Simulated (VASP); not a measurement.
# Fe (Im-3m) in VASP: further runs, part 2 of 2

VASP 6.6.1. Earlier steps stand in the parts before.

## Step 3: Density of states, LDA, collinear spin, ferromagnetic start

The input, POSCAR:

```
Fe                                      
1.0
   -1.3731950906      1.3731950906      1.3731950906
    1.3731950906     -1.3731950906      1.3731950906
    1.3731950906      1.3731950906     -1.3731950906
  Fe            
     1
Direct
     0.0000000000000000    0.0000000000000000    0.0000000000000000
```

The input, INCAR.step1:

```
ALGO     = Normal         # electronic algorithm
AMIX     = 0.2          
AMIX_MAG = 0.8          
BMIX     = 1E-4         
BMIX_MAG = 1E-4         
EDIFF    = 1E-7           # SCF threshold, eV
ENCUT    = 520            # plane-wave cutoff, eV
ISIF     = 2              # what is computed and relaxed
ISMEAR   = 1              # smearing method
ISPIN    = 2              # spin polarisation
LASPH    = True           # aspherical terms in the spheres
LCHARG   = True           # write CHGCAR
LMAXMIX  = 4              # l up to which the mixer works
LREAL    = False          # projectors in reciprocal space
LWAVE    = False          # write WAVECAR
MAGMOM   = 2.5            # initial moments
NBANDS   = 14             # bands
NELM     = 150            # most SCF steps
PREC     = Accurate       # precision mode
SIGMA    = 0.1            # smearing width, eV
```

The input, KPOINTS.step1:

```
k-points
0
Gamma
  18 18 18
```

The input, INCAR.step2:

```
ALGO     = Normal         # electronic algorithm
AMIX     = 0.2          
AMIX_MAG = 0.8          
BMIX     = 1E-4         
BMIX_MAG = 1E-4         
EDIFF    = 1E-7           # SCF threshold, eV
ENCUT    = 520            # plane-wave cutoff, eV
ICHARG   = 11             # starting density
ISIF     = 2              # what is computed and relaxed
ISMEAR   = -5             # smearing method
ISPIN    = 2              # spin polarisation
LASPH    = True           # aspherical terms in the spheres
LCHARG   = False          # write CHGCAR
LMAXMIX  = 4              # l up to which the mixer works
LORBIT   = 11             # projections on sites
LREAL    = False          # projectors in reciprocal space
LWAVE    = False          # write WAVECAR
MAGMOM   = 2.5            # initial moments
NBANDS   = 14             # bands
NEDOS    = 1001           # points of the DOS
NELM     = 150            # most SCF steps
PREC     = Accurate       # precision mode
SIGMA    = 0.1            # smearing width, eV
```

The input, KPOINTS.step2:

```
k-points
0
Gamma
  27 27 27
```

Potentials or basis: VASP PAW LDA potentials, release 64 (Fe).

On the command line:

```bash
> cat potpaw_LDA.64/Fe/POTCAR > POTCAR
> cp INCAR.step1 INCAR
> cp KPOINTS.step1 KPOINTS
> mpirun -np 1 vasp_std > vasp.out
> cp INCAR.step2 INCAR
> cp KPOINTS.step2 KPOINTS
> mpirun -np 1 vasp_std > vasp.out
```

OUTCAR:

```text
AMIX = 0.2
   AMIX_MAG = 0.8
   EDIFF = 1E-7
   ENCUT = 520
   ICHARG = 11
   ISIF = 2
   ISMEAR = -5
   ISPIN = 2
   LASPH = True
   LORBIT = 11
   LREAL = False
   NELM = 150
   PREC = Accurate

 ion  position               nearest neighbor table
   1  0.000  0.000  0.000-

  LATTYP: Found a body centered cubic cell.
 ALAT       =     2.7463901812

  Lattice vectors:

 A1 = (  -1.3731950906,   1.3731950906,   1.3731950906)
 A2 = (   1.3731950906,  -1.3731950906,   1.3731950906)
 A3 = (   1.3731950906,   1.3731950906,  -1.3731950906)

[... 1025 lines left out ...]
  -------------------------------------------------------------------------------------
  Total        0.0692008      0.0692008      0.0692008      0.0000000     -0.0000000      0.0000000
  in kB       10.7044673     10.7044673     10.7044673      0.0000000     -0.0000000      0.0000000
  external PRESSURE =      10.7044673 kB  Pullay stress =       0.0000000 kB

 VOLUME and BASIS-vectors are now :
 -----------------------------------------------------------------------------
  energy-cutoff  :      520.00
  volume of cell :       10.36
      direct lattice vectors                 reciprocal lattice vectors
    -1.373195091  1.373195091  1.373195091     0.000000000  0.364114322  0.364114322
     1.373195091 -1.373195091  1.373195091     0.364114322  0.000000000  0.364114322
     1.373195091  1.373195091 -1.373195091     0.364114322  0.364114322  0.000000000

 POSITION                                       TOTAL-FORCE (eV/Angst)
 -----------------------------------------------------------------------------------
      0.00000      0.00000      0.00000         0.000000      0.000000      0.000000
 -----------------------------------------------------------------------------------
    total drift:                                0.000000     -0.000000      0.000000

  FREE ENERGIE OF THE ION-ELECTRON SYSTEM (eV)
  ---------------------------------------------------
  free  energy   TOTEN  =        -9.2240473552 eV

  energy  without entropy=       -9.2240473552  energy(sigma->0) =       -9.22404736

 total charge

# of ion       s       p       d       tot
------------------------------------------
    1        0.529   0.621   6.336   7.486

 magnetization (x)

# of ion       s       p       d       tot
------------------------------------------
    1       -0.009  -0.033   1.966   1.924
```

OSZICAR.step1:

```text
N       E                     dE             d eps       ncg     rms          rms(c)
DAV:   1     0.201019155788E+02    0.20102E+02   -0.37631E+03 12226   0.730E+02
DAV:   2    -0.946344583884E+01   -0.29565E+02   -0.27311E+02 11862   0.130E+02
DAV:   3    -0.103628469369E+02   -0.89940E+00   -0.88229E+00 13434   0.232E+01
DAV:   4    -0.103658023394E+02   -0.29554E-02   -0.29552E-02 12774   0.119E+00
DAV:   5    -0.103658159772E+02   -0.13638E-04   -0.13639E-04 13362   0.835E-02    0.129E+01
DAV:   6    -0.942758165045E+01    0.93823E+00   -0.24829E+00 14358   0.202E+01    0.623E+00
DAV:   7    -0.925516233946E+01    0.17242E+00   -0.11998E+00 14838   0.125E+01    0.314E+00
DAV:   8    -0.924748642907E+01    0.76759E-02   -0.78249E-03 13112   0.105E+00    0.266E+00
DAV:   9    -0.923351109242E+01    0.13975E-01   -0.27697E-03 14162   0.469E-01    0.156E+00
DAV:  10    -0.922473574876E+01    0.87753E-02   -0.81217E-03 13446   0.135E+00    0.405E-01
DAV:  11    -0.922451495890E+01    0.22079E-03   -0.12198E-03 13554   0.392E-01    0.506E-02
DAV:  12    -0.922451751827E+01   -0.25594E-05   -0.16846E-05 14116   0.378E-02    0.241E-02
DAV:  13    -0.922451717922E+01    0.33905E-06   -0.10877E-06 14342   0.120E-02    0.121E-02
DAV:  14    -0.922451759241E+01   -0.41319E-06   -0.52413E-07 11566   0.820E-03    0.379E-03
DAV:  15    -0.922451760624E+01   -0.13831E-07   -0.98012E-08  6120   0.365E-03
   1 F= -.92245176E+01 E0= -.92246210E+01  d E =0.310272E-03  mag=     1.9517
```

Run time: 70 s. Hardware: 1 thread of Intel Xeon 6975P-C (Granite Rapids), shared host; peak memory 0.34 GiB.

Results:

* Net moment: 1.95 μB per cell
* Site moments: Fe +1.92 μB
* Valence electrons inside the program's atomic spheres: Fe 7.49

States per cell in windows of 0.5 eV (zero at the Fermi level; states under -8 eV left out):
```tsv
from (eV)	up	down	Fe1_d_up	Fe1_d_down	Fe1_p_down	Fe1_p_up	Fe1_s_down	Fe1_s_up
-8.0	0.02	0.02	0.00	0.00	0.00	0.00	0.01	0.01
-7.5	0.03	0.02	0.00	0.00	0.00	0.00	0.02	0.02
-7.0	0.03	0.02	0.00	0.00	0.00	0.00	0.02	0.02
-6.5	0.05	0.03	0.01	0.00	0.01	0.01	0.02	0.02
-6.0	0.08	0.04	0.03	0.00	0.01	0.01	0.02	0.03
-5.5	0.23	0.05	0.14	0.01	0.01	0.02	0.02	0.04
-5.0	0.41	0.08	0.29	0.02	0.01	0.03	0.03	0.04
-4.5	0.25	0.18	0.20	0.09	0.02	0.02	0.04	0.01
-4.0	0.52	0.22	0.46	0.14	0.02	0.03	0.03	0.00
-3.5	0.48	0.32	0.41	0.23	0.03	0.03	0.02	0.00
-3.0	0.56	0.14	0.47	0.11	0.01	0.05	0.00	0.01
-2.5	0.22	0.58	0.18	0.50	0.04	0.03	0.00	0.00
-2.0	0.24	0.51	0.21	0.42	0.05	0.02	0.00	0.00
-1.5	0.57	0.48	0.54	0.40	0.05	0.01	0.01	0.00
-1.0	0.99	0.20	0.96	0.16	0.03	0.01	0.00	0.00
-0.5	0.40	0.15	0.37	0.12	0.02	0.02	0.00	0.01
0.0	0.28	0.26	0.26	0.23	0.01	0.01	0.00	0.00
0.5	0.09	0.56	0.07	0.54	0.01	0.01	0.00	0.01
1.0	0.07	0.90	0.05	0.87	0.01	0.02	0.00	0.01
1.5	0.06	0.42	0.04	0.40	0.01	0.02	0.00	0.01
2.0	0.07	0.23	0.04	0.21	0.01	0.02	0.00	0.01
2.5	0.07	0.09	0.03	0.07	0.01	0.02	0.01	0.01
3.0	0.05	0.07	0.03	0.05	0.01	0.02	0.00	0.00
3.5	0.06	0.08	0.03	0.05	0.02	0.02	0.01	0.00
4.0	0.05	0.07	0.02	0.04	0.02	0.02	0.00	0.00
4.5	0.04	0.06	0.02	0.03	0.02	0.02	0.00	0.00
5.0	0.04	0.06	0.02	0.03	0.02	0.02	0.00	0.00
5.5	0.04	0.05	0.01	0.03	0.02	0.02	0.00	0.00
6.0	0.03	0.04	0.01	0.02	0.02	0.01	0.00	0.00
6.5	0.02	0.04	0.01	0.02	0.02	0.01	0.00	0.00
7.0	0.02	0.03	0.00	0.01	0.02	0.01	0.00	0.00
7.5	0.01	0.02	0.00	0.01	0.01	0.01	0.00	0.00
```

Caveat: tetrahedron occupations give inexact forces and stress in metals.
